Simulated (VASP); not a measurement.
VASP, PAW. Cohesive energy of NaH (rock salt) (static; atoms at Hund's-rule spin).

| level | cohesive energy (eV/atom) |
|---|---|
| r2SCAN | 2.00 |
| PBEsol | 1.95 |

Q: Estimate the cohesive energy from RPBE, LDA, HSE06.

A: 
| Item | Value |
|---|---|
| RPBE | 1.80 eV/atom |
| LDA | 2.16 eV/atom |
| HSE06 | 1.88 eV/atom |

Only levels that ran to the end are used. Left out are those held back, those with too coarse a band path, GW runs whose mesh misses a band edge, hybrids' fits of cells that aren't cubic and levels without matching references; a question may draw on a part of the rest.
